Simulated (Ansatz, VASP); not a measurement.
# One calculation of Na2WF6, two programs

```
Na W F
1.0
     0.00000    4.08950    4.08950
     4.08950    0.00000    4.08950
     4.08950    4.08950    0.00000
Na W F
2 1 6
Direct
  0.25000 0.25000 0.25000
  0.75000 0.75000 0.75000
  0.00000 0.00000 0.00000
  0.75846 0.24154 0.24154
  0.24154 0.75846 0.75846
  0.24154 0.75846 0.24154
  0.75846 0.24154 0.75846
  0.24154 0.24154 0.75846
  0.75846 0.75846 0.24154
```

Change from the starting cell: ordered vacancies on the cation sites of perovskite (Fm-3m, No. 225).

Alike in both runs: functional PBE; k mesh 8 × 8 × 8; occupations gaussian, width 0.1 eV; collinear spin.

Ansatz relaxed the structure, and its values are those at the end. VASP's run is a single point on that final structure, the one shown.

|  | VASP | Ansatz |
| --- | --- | --- |
| version | VASP 6.6.1 | Ansatz 0.2.0 |
| potentials or method | VASP PAW PBE potentials, release 64 (Na_pv, W_sv, F) | scalar-relativistic, plane waves, PAW |
| plane-wave cutoff (eV) | 520 | 420 |
| valence electrons in the cell | 70 | 74 |

Ansatz gave:

| Property | Result |
| --- | --- |
| gap on the k mesh at the Fermi level (eV) | none |
| pressure (GPa) | 0.0 |
| rms of the force components (eV/Å) | 0.001 |
| net moment per atom (μB) | 0.22 |
| size of the moment on the site where the two differ most (μB) | 0.90 |

Q: Which values does VASP return?

A: gap on the k mesh at the Fermi level (eV): none; pressure (GPa): 0.7; rms of the force components (eV/Å): 0.097; net moment per atom (μB): 0.22; size of the moment on the site where the two differ most (μB): 1.58.

Site moments also hang on the region over which each program counts them. A gap of «none» marks a metal or a gap that the smearing closes. The two sets of potentials don't hold the same shells in valence.

The runs have no spin-orbit coupling, so splittings on W are missing.
